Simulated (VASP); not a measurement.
Data:

```
CELL_PARAMETERS angstrom
      0.00000     2.56319     2.56319
      2.56319     0.00000     2.56319
      2.56319     2.56319     0.00000
ATOMIC_POSITIONS crystal
  Mg 0.00000 0.00000 0.00000
  S  0.50000 0.50000 0.50000
```

Method: r2SCAN+rVV10, VASP's PBE PAW potentials (set 64) (plane waves; VASP 6.6.1). Settings: 520 eV cut-off, 9×9×9 Γ-centred mesh, Gaussian smearing of 0.050 eV, potentials Mg S.

Task: Give the stress tensor in GPa (positive for a compressed cell).

Result: 
```
2.77  0.00  0.00
0.00  2.77  0.00
0.00  0.00  2.77
```
The pressure is its mean diagonal, 2.77 GPa.

The compound is MgS in the rock salt structure. This cell is one point of a volume scan, at 0.97 of the reference volume.
